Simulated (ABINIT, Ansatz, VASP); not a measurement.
**One structure in several programs: SrZn₅ (P6/mmm, 6 atoms in the cell)**

Self-consistent single point, at a second geometry (lattice scaled by 0.98). First geometry:

```xyz
6
Lattice="5.4863 0.0000 0.0000 -2.7431 4.7513 0.0000 0.0000 0.0000 4.1986" Properties=species:S:1:pos:R:3 pbc="T T T"
Sr     0.0000     0.0000     0.0000
Zn     2.7431     1.5838     0.0000
Zn     0.0000     3.1675     0.0000
Zn     2.7431     0.0000     2.0993
Zn     1.3716     2.3756     2.0993
Zn    -1.3716     2.3756     2.0993
```

Shared settings, as Ansatz (an electronic-structure program) writes them: kpoints.mp_grid.grid = 5 5 5; scf.occupations.method = fermi_dirac; scf.occupations.width = 0.1 eV. Potentials and cutoffs stand in the table.

```
code                                                 model  ΔF from the first geometry (meV/atom)  pressure (GPa)   cutoff
------  --------------------------------------------------  -------------------------------------  --------------  -------
VASP            PBEsol, VASP's PBE PAW potentials (set 64)                                    6.3            3.13   300 eV
Ansatz                     PBEsol, PAW files made with PBE                                    4.2            2.76  default
ABINIT  PBEsol, PAW (JTH v2.0 PBE PAW, files made for PBE)                                    3.7            2.68   816 eV
```

The spread over the programs that give each value: ΔF from the first geometry within 2.6 meV/atom; pressure within 0.45 GPa.

Ansatz's pressure is given at a fixed set of plane waves, as the other plane-wave codes print theirs; with its correction for the finite basis it is 2.84 GPa.

VASP's run is marked for a possible Pulay error in its stress at this cutoff; no cutoff test was made.

The starting cell comes from a database of computed structures (which also holds hypothetical and non-ambient phases and stackings), without a prior relaxation at this level. For this run, on top of that: lattice scaled by 0.98.

Left out of this page: Quantum ESPRESSO, GPAW, CP2K, Elk and SIESTA (not drawn, or without a comparable value); FLEUR (with a known weakness of the program).

Keys are those of Ansatz 0.2.
